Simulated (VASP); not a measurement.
Consider the following.

```xyz
4
Lattice="3.5498 0.0000 0.0000 0.0000 3.5498 0.0000 0.0000 0.0000 3.5498" Properties=species:S:1:pos:R:3 pbc="T T T"
Al     0.0000     0.0000     0.0000
Ni     0.0000     1.7749     1.7749
Ni     1.7749     0.0000     1.7749
Ni     1.7749     1.7749     0.0000
```
Starting moments (μB, in the order of the record's atoms Al Ni Ni Ni): 0.0 0.3 0.3 0.3.

The numbers are results of revTPSS meta-GGA, VASP's PBE PAW potentials (set 64) (plane waves; VASP 6.6.1), not measurements. Settings: 520 eV cut-off, 9×9×9 Γ-centred mesh, first-order Methfessel-Paxton smearing of 0.10 eV, potentials Al Ni.

Problem. The job: Ni3Al (L1_2), 4 atoms, revTPSS, static run, 520 eV, 9×9×9 Γ-centred mesh. Roughly how much core time does it take on a busy server core?

Solution. About 4 core-minutes (one run on a shared machine, a rough figure). It had 35 irreducible k-points, 20 bands, up to 1223 plane waves and 22 electronic steps.

The compound is Ni3Al in the L1_2 structure. This cell is one point of a volume scan, at 1.03 of the reference volume.
